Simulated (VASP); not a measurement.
Here is a VASP 6.6.1 calculation.

File INCAR:

```
PREC = Normal
ENCUT = 520
EDIFF = 1E-5
ISMEAR = 0
SIGMA = 0.05
LREAL = Auto
LASPH = T
NELM = 80
ALGO = Fast
ISIF = 3
LWAVE = F
LCHARG = F
GGA = PE
IBRION = 2
NSW = 110
EDIFFG = -0.03
ISYM = 0
```

KPOINTS

```
regular mesh
0
Gamma
  5 5 2
```

File POSCAR:

```
Be4TeSe3
1.0
    3.7192330000     -0.0380408100     -0.0262537900
   -0.0380408100      3.6937927900     -0.0745780400
   -0.0739828400     -0.2101599700     10.6654282700
Be Te Se
4 1 3
Direct
    0.4933360300      0.0410774600      0.3789814600
    0.0926516200      0.4375786400      0.6249478200
    0.9605675800      0.4729218600      0.1238688100
    0.5304044700      0.9857580600      0.8512108800
    0.9711889200      0.0201097200      0.9911668000
    0.5687737600      0.4587056100      0.2396527100
    0.9999858600      0.9777311500      0.4921856700
    0.5501929800      0.5335781800      0.7272966100
```

Potentials or basis: VASP PAW PBE potentials, release 64 (Be, Te, Se).

Command:

```bash
$ cat potpaw_PBE.64/Be/POTCAR potpaw_PBE.64/Te/POTCAR potpaw_PBE.64/Se/POTCAR > POTCAR
$ mpirun -np 1 vasp_std > vasp.out
```

Question: Estimate the relaxed cell.

Answer: a = 3.759 Å, b = 3.762 Å, c = 10.576 Å, α = 90.05°, β = 90.05°, γ = 89.96°.

Question: What does it give for the space group after relaxing (to 0.05 Å)?

Answer: P-4m2 (No. 115).

Question: Estimate the relaxed volume.

Answer: 18.69 Å³/atom.

Step by step:
```csv
step,energy change (eV),largest force (eV/Å),pressure (GPa),volume (Å³)
1,0.0000,4.2475,6.00,146.44
2,-1.2819,1.2226,-3.86,161.32
3,-1.2918,1.2341,-3.25,159.75
4,-1.6392,0.7200,-1.16,152.89
5,-1.7167,0.6284,0.85,148.18
6,-1.7957,0.3546,0.38,148.86
7,-1.8016,0.4212,0.27,149.10
8,-1.8324,0.2847,-0.21,150.10
9,-1.8436,0.2572,-0.77,151.31
10,-1.8636,0.1973,0.13,149.30
11,-1.8647,0.2232,0.40,148.69
12,-1.8741,0.0885,0.08,149.45
13,-1.8741,0.0916,0.06,149.49
14,-1.8758,0.0484,-0.09,149.82
15,-1.8758,0.0511,-0.16,149.92
16,-1.8768,0.0531,0.03,149.49
17,-1.8769,0.0541,0.11,149.34
18,-1.8776,0.0259,0.02,149.54
```
